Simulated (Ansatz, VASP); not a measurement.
**In7Sb7H18 (InSb wire along [111], 14 atoms a period, H-terminated): VASP beside Ansatz**

One calculation is typed for both programs; each brings its own data sets. How far apart do they land? The cell is taken from a series of runs on this material, whose earlier steps may have relaxed, scaled, displaced or heated it; both programs get it as it stands.

Calculated with Ansatz 0.2.0; plane waves, with VASP 6.6.1 beside it; single point at PBE.

**1. The structure**

The cell holds 32 atoms: 7 In, 7 Sb and 18 H. Cell: a = 14.395 Å, b = 15.541 Å, c = 11.602 Å, α = 90.0°, β = 90.0°, γ = 90.0°. Vacuum lies along a and b. The structure's axis is c.

**2. Ansatz: single point, PBE**

Ansatz runs on its PAW soft_1 files.

A single point gives forces, pressure and levels at one fixed geometry, so differences don't come from the geometry; what else differs is listed under the comparison.

The input, input.yaml:

```yaml
crystal:
  lattice:
    - [14.395, 0.0, 0.0]
    - [0.0, 15.541, 0.0]
    - [0.0, 0.0, 11.6021899822]
  atoms:
    - { symbol: In, position: [0.328081956, 0.408921701, 0.987391119] }
    - { symbol: In, position: [0.5, 0.684867252, 0.987333051] }
    - { symbol: Sb, position: [0.345322249, 0.418229611, 0.239683729] }
    - { symbol: Sb, position: [0.5, 0.666454653, 0.239627886] }
    - { symbol: Sb, position: [0.654677751, 0.418229611, 0.239683729] }
    - { symbol: H, position: [0.230236765, 0.645140684, 0.29721943] }
    - { symbol: H, position: [0.5, 0.212436831, 0.29720004] }
    - { symbol: H, position: [0.769763235, 0.645140684, 0.29721943] }
    - { symbol: H, position: [0.252037533, 0.368353494, 0.303160721] }
    - { symbol: H, position: [0.5, 0.766206339, 0.303121575] }
    - { symbol: H, position: [0.747962467, 0.368353494, 0.303160721] }
    - { symbol: In, position: [0.333454422, 0.590068872, 0.322457266] }
    - { symbol: In, position: [0.5, 0.322788247, 0.322508887] }
    - { symbol: In, position: [0.666545578, 0.590068872, 0.322457266] }
    - { symbol: Sb, position: [0.351615331, 0.580317542, 0.57439723] }
    - { symbol: Sb, position: [0.5, 0.342228194, 0.574419817] }
    - { symbol: Sb, position: [0.648384669, 0.580317542, 0.57439723] }
    - { symbol: H, position: [0.250657949, 0.540296663, 0.631076581] }
    - { symbol: H, position: [0.338518574, 0.681286536, 0.631134432] }
    - { symbol: H, position: [0.412127995, 0.28121628, 0.631091844] }
    - { symbol: H, position: [0.587872005, 0.28121628, 0.631091844] }
    - { symbol: H, position: [0.661481426, 0.681286536, 0.631134432] }
    - { symbol: H, position: [0.749342051, 0.540296663, 0.631076581] }
    - { symbol: In, position: [0.5, 0.500970889, 0.706585333] }
    - { symbol: Sb, position: [0.5, 0.500915784, 0.946764768] }
    - { symbol: H, position: [0.234957618, 0.47472099, 0.952090815] }
    - { symbol: H, position: [0.343115501, 0.301289073, 0.952220306] }
    - { symbol: H, position: [0.391851617, 0.726535613, 0.952043847] }
    - { symbol: H, position: [0.608148383, 0.726535613, 0.952043847] }
    - { symbol: H, position: [0.656884499, 0.301289073, 0.952220306] }
    - { symbol: H, position: [0.765042382, 0.47472099, 0.952090815] }
    - { symbol: In, position: [0.671918044, 0.408921701, 0.987391119] }
kpoints:
  mp_grid: { grid: [1, 1, 7] }
  band_path: { path: ["Γ", Z], npoints: 90 }
scf:
  occupations: { method: fermi_dirac, width: 0.05 }
hamiltonian:
  xc: pbe
  pseudopotentials: { kind: paw, azcp: { folder: soft_1 } }
output:
  dos: { e_range: [-5, 4] }
  write_potential: true
  write_density: true
  volumetric_format: npy
```

Launch:

```sh
ansatz run input.yaml --threads 4 --pin off --max-ram 16384MiB --backend cpu --events-out ev --progress --plain --runs-dir out
```

Numbers of over 12 decimals in the logs are rounded to 6 here.

What it wrote:

```text
Engine: ansatz 0.2.0, aarch64-unknown-linux-gnu
Pseudopotentials: kind: paw
Pseudopotential: In, paw, valence charge 13, recommended cutoff 420 eV (normal), soft_1/In.paw.azcp
Pseudopotential: Sb, paw, valence charge 15, recommended cutoff 420 eV (normal), soft_1/Sb.paw.azcp
Pseudopotential: H, paw, valence charge 1, recommended cutoff 420 eV (normal), soft_1/H.paw.azcp
Functional definition: PBE
  parameter kappa = 0.804
  parameter beta = 0.066725
  exchange = pbe_x(kappa = kappa, mu = beta*pi^2/3)
  correlation = pbe_c(beta = beta)
Crystal: 32 atoms, lattice volume = 2595.557 Å³
Basis set: ecut = 420 eV, 50745 PW (Γ)
Bands: 139, of which v1, the nominal top of the filled ones, is band 107 counted from 1 (106 counted from 0)
Symmetry: 2 space group operations
Space group: Pm (ITA 6), of the structure as read, at distance tolerance 1.4e-4 Å
k-points: 4 of 7 (time reversal used)
Non-local potential: In, projectors of the file, l = 0: 2, l = 1: 2, l = 2: 2, l = 3: 1
Non-local potential: Sb, projectors of the file, l = 0: 2, l = 1: 2, l = 2: 2, l = 3: 1
Non-local potential: H, projectors of the file, l = 0: 2, l = 1: 1
PAW form: soft (Blöchl's): semilocal exchange-correlation on the pseudo side does not see the compensation charge
PAW one-centre angular grid: In, 590 points (default); XC on 64 Gauss nodes
PAW one-centre angular grid: Sb, 590 points (default); XC on 64 Gauss nodes
PAW one-centre angular grid: H, 110 points (default); XC on 64 Gauss nodes
Initial density: superposition of atomic densities (neutral atoms: chi_scale 0, normalization atom)
Initial wavefunctions: pseudopotential atomic-orbital guess
Functional: x = pbe(κ = 0.804, μ = 0.219515), c = pbe(β = 0.066725)
SCF iter   1: F=—  HF=-84861.421534 eV  |F-HF|=—  |Δ(HF+E_count)|=         —  Δρ=2.52e-2  dr2=1.82e1  ethr=3.10e-3  ⟨swp⟩=7.0  Hψ=2620  notcnv=0  defer=35
preconditioner: auto → Resta (q_TF=auto, 1.800 Å⁻¹)  ε∞=1.5  [insulator: Δε(μ)=2.474 eV  Ē_g=12.740 eV  σ=0.050 eV  W_gap=1.00  n_scr=254 (ndim 8)  ℏωp=8.7 eV  f_vac=0.654  D(μ)=0.00/eV (n_scr^D=0)  ε∞_Penn≈1.5  vacuum switching on, ρ_ref=1.2e-2 e/Å³]
SCF iter   2: F=—  HF=-84856.460452 eV  |F-HF|=—  |Δ(HF+E_count)|=    4.96e0  Δρ=8.65e-3  dr2=2.62e0  ethr=3.10e-3  ⟨swp⟩=3.8  Hψ=973  notcnv=0  defer=97
SCF iter   3: F=—  HF=-84855.921874 eV  |F-HF|=—  |Δ(HF+E_count)|=   5.39e-1  Δρ=3.51e-3  dr2=6.13e-1  ethr=1.23e-3  ⟨swp⟩=4.2  Hψ=1177  notcnv=0  defer=97
SCF iter   4: F=—  HF=-84855.799572 eV  |F-HF|=—  |Δ(HF+E_count)|=   1.22e-1  Δρ=9.50e-4  dr2=2.68e-2  ethr=2.86e-4  ⟨swp⟩=4.8  Hψ=1054  notcnv=0  defer=97
SCF iter   5: F=—  HF=-84855.800608 eV  |F-HF|=—  |Δ(HF+E_count)|=   1.04e-3  Δρ=3.29e-4  dr2=1.88e-3  ethr=1.25e-5  ⟨swp⟩=2.8  Hψ=921  notcnv=0  defer=97
SCF iter   6: F=—  HF=-84855.801472 eV  |F-HF|=—  |Δ(HF+E_count)|=   8.64e-4  Δρ=8.45e-5  dr2=2.90e-4  ethr=8.76e-7  ⟨swp⟩=2.0  Hψ=729  notcnv=0  defer=97
SCF iter   7: F=—  HF=-84855.801535 eV  |F-HF|=—  |Δ(HF+E_count)|=   6.30e-5  Δρ=2.74e-5  dr2=5.58e-5  ethr=1.35e-7  ⟨swp⟩=2.0  Hψ=744  notcnv=0  defer=97
SCF iter   8: F=—  HF=-84855.801433 eV  |F-HF|=—  |Δ(HF+E_count)|=   1.02e-4  Δρ=8.91e-6  dr2=3.30e-6  ethr=2.61e-8  ⟨swp⟩=2.0  Hψ=583  notcnv=0  defer=97
SCF iter   9: F=—  HF=-84855.801435 eV  |F-HF|=—  |Δ(HF+E_count)|=   2.27e-6  Δρ=3.33e-6  dr2=3.78e-7  ethr=1.54e-9  ⟨swp⟩=2.0  Hψ=741  notcnv=0  defer=97
SCF iter  10: F=-84855.801436 eV  HF=-84855.801436 eV  |F-HF|=1.23e-8  |Δ(HF+E_count)|=   4.21e-7  Δρ=1.21e-6  dr2=6.45e-8  ethr=4.67e-11  ⟨swp⟩=18.5  Hψ=3378  notcnv=0
SCF 1 converged in 10 iterations: F = -84855.801436 eV  dr2 = 6.45e-8
  greatest PAW one-centre occupation: 0.995 electrons in one spin orbital (limit 2), on the Sb atom at site 15 (counted from 0), in its partial waves of l = 2
NSCF: frozen V_eff on 91 k-points
WARN: pass on a band path, mesh or list of k-points: the 91 k-points are solved 48 at a time at the most, because the 14.40 GiB of host memory that the pass is priced against does not hold them all with the solver's workspace as planned. The pass can take longer, above all where fewer k-points are solved at a time than the run has threads. As a rule a larger memory budget leaves room for more at once. The budget is what a run with no `--max-ram-frac` typed is planned for, 0.8 of the host's memory or its container's limit. More memory there lifts it, and so does a share over 0.88 that is typed (of such a share the budget is ten elevenths): [rest of the remark cut]
WARN: The output density's exchange-correlation potential varies sharply where the density is thin. Do not read a vacuum level from v_tot or v_xc, or from such a field of the output density. On a cell that repeats whose density bears no net charge and no dipole along the vacuum's axis use v_es (v_loc + v_h of the components); under efield.dipole_correction with no amplitude use v_es + v_field, which holds any externa [...]
SCF converged after 10 iterations
Free energy (F): -84855.801436 eV
Harris-Foulkes:  -84855.801436 eV  (|F-HF|=1.23e-8)
Internal energy: -84855.801436 eV  (E = F + TS)
E sigma→0 (E₀):  -84855.801436 eV
Fermi energy:    -2.112225 eV
--- Per-component energies (eV) ---
  E_band       = -3832.269111
  E_kinetic    = 2894.279100
  E_local      = -72451.888869  (includes V_loc(G=0)·N_el)
  E_nonlocal   = 5036.493959
  E_hartree    = 33309.569349
  E_xc         = -1831.850138
  E_vxc        = -1440.516690  (∫ρ·V_xc dr)
  E_paw        = -61302.332310  (= ΣΔE_a)
  E_vpaw       = -4489.766979  (= ΣTr[D̂ρ^β])
  E_aug_tail   = -0.013671  (compensation charges beyond the density's cutoff)
  E_ewald      = 9489.941146
  E_smearing   = -0.000000  (= −TS)
  E_closure    = 0.000000  (closes the sum)
  Σ components = -84855.801436   (vs F -84855.801436, Δ=0.00e0)
--- Band table (eV) ---
  k-point 0: bands = [... 103 lower, -3.6921, -3.4996, -3.4993, -3.2967, -0.8790, -0.2034, -0.1982, -0.0714, ... 28 higher]
  k-point 1: bands = [... 103 lower, -3.6843, -3.4849, -3.4846, -3.3632, -0.8773, -0.3016, -0.2975, -0.0445, ... 28 higher]
  k-point 2: bands = [... 103 lower, -3.6734, -3.5487, -3.4520, -3.4517, -0.8677, -0.3966, -0.3929, -0.1467, ... 28 higher]
  k-point 3: bands = [... 103 lower, -3.6689, -3.6685, -3.4266, -3.4262, -0.8528, -0.4412, -0.4376, -0.2338, ... 28 higher]
```

**3. VASP: single point, PBE**

The same cell, functional, mesh and smearing now go to VASP, with its own data sets.

Lines of VASP's logs that name or quote its potential files are left out, and so is its time.

The input, INCAR:

```
SYSTEM = In7Sb7H18
PREC = Accurate
ENCUT = 400
EDIFF = 1E-06
NELM = 120
ISMEAR = -1
SIGMA = 0.05
LREAL = Auto
ALGO = Normal
GGA = PE
NBANDS = 96
LORBIT = 11
LWAVE = .FALSE.
LCHARG = .FALSE.
ISIF = 2
LASPH = .TRUE.
GGA_COMPAT = .FALSE.
EFERMI = MIDGAP
KPAR = 4
```

The input, POSCAR:

```
In7Sb7H18
1.0
   14.3950000000      0.0000000000      0.0000000000
    0.0000000000     15.5410000000      0.0000000000
    0.0000000000      0.0000000000     11.6021899822
In Sb H
7 7 18
Direct
    0.3280819560      0.4089217010      0.9873911190
    0.5000000000      0.6848672520      0.9873330510
    0.3334544220      0.5900688720      0.3224572660
    0.5000000000      0.3227882470      0.3225088870
    0.6665455780      0.5900688720      0.3224572660
    0.5000000000      0.5009708890      0.7065853330
    0.6719180440      0.4089217010      0.9873911190
    0.3453222490      0.4182296110      0.2396837290
    0.5000000000      0.6664546530      0.2396278860
    0.6546777510      0.4182296110      0.2396837290
    0.3516153310      0.5803175420      0.5743972300
    0.5000000000      0.3422281940      0.5744198170
    0.6483846690      0.5803175420      0.5743972300
    0.5000000000      0.5009157840      0.9467647680
    0.2302367650      0.6451406840      0.2972194300
    0.5000000000      0.2124368310      0.2972000400
    0.7697632350      0.6451406840      0.2972194300
    0.2520375330      0.3683534940      0.3031607210
    0.5000000000      0.7662063390      0.3031215750
    0.7479624670      0.3683534940      0.3031607210
    0.2506579490      0.5402966630      0.6310765810
    0.3385185740      0.6812865360      0.6311344320
    0.4121279950      0.2812162800      0.6310918440
    0.5878720050      0.2812162800      0.6310918440
    0.6614814260      0.6812865360      0.6311344320
    0.7493420510      0.5402966630      0.6310765810
    0.2349576180      0.4747209900      0.9520908150
    0.3431155010      0.3012890730      0.9522203060
    0.3918516170      0.7265356130      0.9520438470
    0.6081483830      0.7265356130      0.9520438470
    0.6568844990      0.3012890730      0.9522203060
    0.7650423820      0.4747209900      0.9520908150
```

The input, KPOINTS:

```
Automatic mesh
0
Gamma
1 1 7
0 0 0
```

PAW data sets: In_d, Sb and H (PBE family, release 64).

Launch:

```sh
mpirun -np 4 vasp_std
```

What it wrote:

```text
[banner, memory and clock lines left out]
running    4 mpi-ranks, on    1 nodes
[...]
LDA part: xc-table for (Slater+PW92), standard interpolation
 POSCAR, INCAR and KPOINTS ok, starting setup
[...]
entering main loop
       N       E                     dE             d eps       ncg     rms          rms(c)
DAV:   1     0.913092379842E+03    0.91309E+03   -0.43838E+04   944   0.873E+02
DAV:   2    -0.105969359464E+02   -0.92369E+03   -0.90945E+03   944   0.253E+02
DAV:   3    -0.102100476329E+03   -0.91504E+02   -0.91009E+02   936   0.104E+02
DAV:   4    -0.106016902159E+03   -0.39164E+01   -0.39059E+01   904   0.273E+01
[...]
DAV:  26    -0.100327433396E+03   -0.39823E-05   -0.21787E-07   632   0.136E-03    0.166E-03
DAV:  27    -0.100327435706E+03   -0.23105E-05   -0.21005E-07   536   0.927E-04    0.215E-04
DAV:  28    -0.100327436114E+03   -0.40769E-06   -0.62153E-08   640   0.598E-04
   1 F= -.10032744E+03 E0= -.10032744E+03  d E =-.939537E-10
```

Parts of OUTCAR (step 3):

```text
  Total       -0.5658434     -0.5856475     -1.2693093      0.0000000     -0.0003034      0.0000000
  in kB       -0.3492820     -0.3615066     -0.7835152      0.0000000     -0.0001873      0.0000000
  external PRESSURE =      -0.4981013 kB  Pullay stress =       0.0000000 kB

 POSITION                                       TOTAL-FORCE (eV/Angst)
 -----------------------------------------------------------------------------------
      4.72274      6.35505     11.45590         0.000256     -0.001486      0.002281
      7.19750     10.64352     11.45523         0.000000      0.003289      0.002527
      4.80008      9.17026      3.74121        -0.027546      0.016897     -0.001987
      7.19750      5.01645      3.74181         0.000000     -0.032587     -0.003990
      9.59492      9.17026      3.74121         0.027546      0.016897     -0.001987
      7.19750      7.78559      8.19794         0.000000      0.001730      0.013641
      9.67226      6.35505     11.45590        -0.000256     -0.001486      0.002281
      4.97091      6.49971      2.78086         0.084397      0.035686     -0.061622
      7.19750     10.35737      2.78021         0.000000     -0.093872     -0.064732
      9.42409      6.49971      2.78086        -0.084397      0.035686     -0.061622
      5.06150      9.01871      6.66427         0.101823     -0.058260     -0.083554
      7.19750      5.31857      6.66453         0.000000      0.129378     -0.081154
      9.33350      9.01871      6.66427        -0.101823     -0.058260     -0.083554
      7.19750      7.78473     10.98454         0.000000     -0.002745      0.006570
[...]
-----------------------------------------------------------------------------------
    total drift:                                0.000000     -0.016339     -0.021443

  FREE ENERGIE OF THE ION-ELECTRON SYSTEM (eV)
  ---------------------------------------------------
  free  energy   TOTEN  =      -100.3274361141 eV

  energy  without entropy=     -100.3274361140  energy(sigma->0) =     -100.32743611

[... 3 further parts left out ...]
[key lines of the parts left out:]
E-fermi :  -2.5420
```

**4. Differences**

Known differences besides the potentials themselves: the data sets hold 214 valence electrons in Ansatz (on its PAW soft_1 files) and 144 in VASP; the cutoff is 420 eV in Ansatz and 400 eV in VASP (PREC = Accurate, projectors in real space). Total energies have different zeros and are not compared.

Compared:

```tsv
quantity	Ansatz	VASP	difference
gap on the k mesh (eV)	2.418	2.414	+0.004
```

A gap on the mesh is an upper bound, since the band edges may lie between its points.

**5. What came out**

```yaml
difference_in_gap_on_the_k_mesh_single_point_pbe: 0.0037 eV
```

In words: The difference in gap on the k mesh is 0.0037 eV (single point, PBE), within the 0.08 eV picked in this series as the mark of a large difference. The data sets hold unlike numbers of valence electrons (214 in Ansatz and 144 in VASP), so part of the differences comes from the potentials. How closely two codes agree says nothing of how well the functional describes the real material.

[Lines on the potential files, build, host, timing and source positions are cut from VASP's logs without a mark.]

[Logs are printed without paths, hosts, clocks, repeated set-up lines and the standing remarks that a program may print on its own settings, such as how far it seeks lower states.]

[Hosts, paths, dates, database ids (printed as entryN), source tags and the programs' standing remarks are cut or masked in the printed files.]
